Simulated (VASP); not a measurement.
TiB2:

```
Ti B
1.0
     2.98437    0.00000    0.00000
    -1.49219    2.58454    0.00000
     0.00000    0.00000    3.32612
Ti B
1 2
Direct
  0.00000 0.00000 0.00000
  0.33333 0.66667 0.50000
  0.66667 0.33333 0.50000
```

The cell was built by a generator and needn't be a form met in nature.

| Quantity | Value |
| --- | --- |
| Program | VASP 6.6.1 |
| Task | relaxation of cell and atoms |
| Functional | r2SCAN |
| Potentials or basis | VASP PAW PBE potentials, release 64 (Ti_sv, B) |
| Cutoff | 600 eV |
| k mesh | 15 × 15 × 11 |
| Occupations | methfessel-paxton, width 0.1 eV |
| Spin | no spin polarisation |

At the start: pressure 1.6 GPa; volume 8.55 Å³/atom.

Question: Where does the relaxation end?

Answer: Over 6 steps the energy falls by 14.8 meV/atom and the volume is 8.54 Å³/atom (-0.1 %); space group P6/mmm (No. 191, to 0.05 Å).

Step by step:
| step | energy change (eV) | largest force (eV/Å) | pressure (GPa) | volume (Å³) |
| --- | --- | --- | --- | --- |
| 1 | 0.0000 | 0.0000 | 1.59 | 25.66 |
| 2 | -0.0401 | 0.0000 | -3.47 | 25.95 |
| 3 | -0.0418 | 0.0000 | -2.73 | 25.90 |
| 4 | -0.0428 | 0.0000 | 2.13 | 25.40 |
| 5 | -0.0444 | 0.0000 | 0.12 | 25.62 |
| 6 | -0.0444 | 0.0000 | -0.15 | 25.63 |

Final structure:
```cif
data_structure
_symmetry_space_group_name_H-M 'P 1'
_symmetry_Int_Tables_number 1
_cell_length_a 3.0278
_cell_length_b 3.0278
_cell_length_c 3.2287
_cell_angle_alpha 90.000
_cell_angle_beta 90.000
_cell_angle_gamma 120.000
_cell_volume 25.63
loop_
_atom_site_label
_atom_site_type_symbol
_atom_site_fract_x
_atom_site_fract_y
_atom_site_fract_z
_atom_site_occupancy
Ti1 Ti 0.00000 0.00000 0.00000 1
B1 B 0.33333 0.66667 0.50000 1
B2 B 0.66667 0.33333 0.50000 1
```

Caveat: the PAW data sets were made with another functional, which shifts forces and pressure a little.
